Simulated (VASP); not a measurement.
Data:

```
ZnO
1.0
    1.62500    -2.81458     0.00000
    1.62500     2.81458     0.00000
    0.00000     0.00000     5.21000
Zn O
2 2
Direct
  0.66667   0.33333   0.50000
  0.33333   0.66667   0.00000
  0.66667   0.33333   0.88200
  0.33333   0.66667   0.38200
```
Cell charge +0.5.

Calculation: PBE GGA, VASP's PBE PAW potentials (set 64) (plane waves; VASP). Run with NELECT = 35.5, 520 eV cut-off, 8×8×5 Γ-centred mesh, Gaussian smearing of 0.050 eV, potentials Zn O.

The cell is charged, with a uniform compensating background.

### Question
Predict the energy per atom (σ→0), pressure, band gap (on the k-mesh) with the smallest direct gap where there is one.

### Answer

```
Quantity                                                     Value
------------------------  ----------------------------------------
band gap (on the k-mesh)  none (metal, semimetal or under 0.01 eV)
energy per atom (σ→0)                       -439.1 kJ/mol of atoms
pressure                                                -86.2 kbar
```

The absolute energy has meaning only against runs of the same code, potentials and settings.

The compound is ZnO in the wurtzite structure. The cell was not relaxed at this level. The run is one of a series of settings (NELECT = 35.5 against the base run), some of them coarse on purpose.
